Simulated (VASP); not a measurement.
Computed with RPBE GGA, VASP's PBE PAW potentials (set 64) (plane waves; VASP).

VASP ran on this input.

KPOINTS:
```
Automatic mesh
0
Gamma
9 9 5
0 0 0
```

### POSCAR
```
SiC
5.0974080
  0.3045519223  -0.5274993540   0.0000000000
  0.3045519223   0.5274993540   0.0000000000
  0.0000000000   0.0000000000   0.9999999502
Si C
2 2
Cartesian
  0.3045519223  -0.1758334697   0.4995633540
  0.3045519223   0.1758334697   0.9995633292
  0.3045519223  -0.1758334697   0.8754365775
  0.3045519223   0.1758334697   0.3754366024
```

INCAR:
```
ALGO = Normal
EDIFF = 1E-7
ENCUT = 520
GGA = RP
ISIF = 2
ISMEAR = -5
LASPH = .True.
LCHARG = .True.
LEFG = .True.
LORBIT = 11
LREAL = .False.
LWAVE = .False.
NEDOS = 601
NELM = 100
PREC = Accurate
SYSTEM = SiC
```

POTCAR, in this order: Si C (PBE.64 set). Program: vasp_std.

The resulting files:

### OSZICAR
```
       N       E                     dE             d eps       ncg     rms          rms(c)
DAV:   1     0.378158845811E+02    0.37816E+02   -0.73422E+03   864   0.119E+03
DAV:   2    -0.290874786072E+02   -0.66903E+02   -0.61394E+02  1232   0.186E+02
DAV:   3    -0.320293044728E+02   -0.29418E+01   -0.29261E+01  1144   0.398E+01
DAV:   4    -0.320637772347E+02   -0.34473E-01   -0.34448E-01  1076   0.500E+00
DAV:   5    -0.320643951459E+02   -0.61791E-03   -0.61771E-03  1124   0.634E-01    0.128E+01
DAV:   6    -0.287116639510E+02    0.33527E+01   -0.98783E+00  1052   0.199E+01    0.597E+00
DAV:   7    -0.286409267102E+02    0.70737E-01   -0.89279E-01  1112   0.624E+00    0.256E+00
DAV:   8    -0.286356592245E+02    0.52675E-02   -0.44518E-02  1024   0.161E+00    0.556E-01
DAV:   9    -0.286363963419E+02   -0.73712E-03   -0.71117E-03  1076   0.676E-01    0.154E-01
DAV:  10    -0.286369132083E+02   -0.51687E-03   -0.95815E-04   992   0.233E-01    0.524E-02
DAV:  11    -0.286369444248E+02   -0.31216E-04   -0.18367E-04  1040   0.103E-01    0.861E-03
DAV:  12    -0.286369476709E+02   -0.32461E-05   -0.68758E-06  1092   0.219E-02    0.377E-03
DAV:  13    -0.286369482735E+02   -0.60265E-06   -0.82149E-07  1044   0.758E-03    0.297E-03
DAV:  14    -0.286369482902E+02   -0.16723E-07   -0.14494E-07   748   0.296E-03
   1 F= -.28636948E+02 E0= -.28636948E+02  d E =0.000000E+00
```

OUTCAR:
```
------------------------ aborting loop because EDIFF is reached ----------------------------------------
  FORCE on cell =-STRESS in cart. coord.  units (eV):
  Direction    XX          YY          ZZ          XY          YZ          ZX
  --------------------------------------------------------------------------------------
  Total        0.0143713      0.0143713     -0.0580234      0.0000000      0.0000000      0.0000000
  in kB        0.5410597      0.5410596     -2.1845006      0.0000000      0.0000000      0.0000000
  external PRESSURE =      -0.3674604 kB  Pullay stress =       0.0000000 kB
  volume of cell :       42.56
      direct lattice vectors                 reciprocal lattice vectors
     1.552425405 -2.688879427  0.000000000     0.322076667 -0.185951068  0.000000000
     1.552425405  2.688879427  0.000000000     0.322076667  0.185951068  0.000000000
     0.000000000  0.000000000  5.097407746     0.000000000  0.000000000  0.196178146
  FREE ENERGIE OF THE ION-ELECTRON SYSTEM (eV)
  ---------------------------------------------------
  free  energy   TOTEN  =       -28.6369482902 eV

  energy  without entropy=      -28.6369482902  energy(sigma->0) =      -28.63694829

 total charge

# of ion       s       p       d       tot
------------------------------------------
    1        0.707   0.946   0.000   1.653
    2        0.707   0.946   0.000   1.653
    3        0.842   1.683   0.000   2.525
    4        0.842   1.683   0.000   2.525
--------------------------------------------------
tot          3.097   5.259   0.000   8.356

 Electric field gradients after diagonalization (V/A^2)
 (convention: |V_zz| > |V_xx| > |V_yy|)
----------------------------------------------------------------------
 ion       V_xx      V_yy      V_zz     asymmetry (V_yy - V_xx)/ V_zz
----------------------------------------------------------------------
   1      -1.765    -1.764     3.529       0.000
   2      -1.765    -1.764     3.529       0.000
   3      -1.059    -1.058     2.117       0.000
   4      -1.059    -1.058     2.117       0.000
```
(Selected blocks of OUTCAR.)

The compound is SiC in the wurtzite structure, the rare 2H polytype. It was relaxed first.
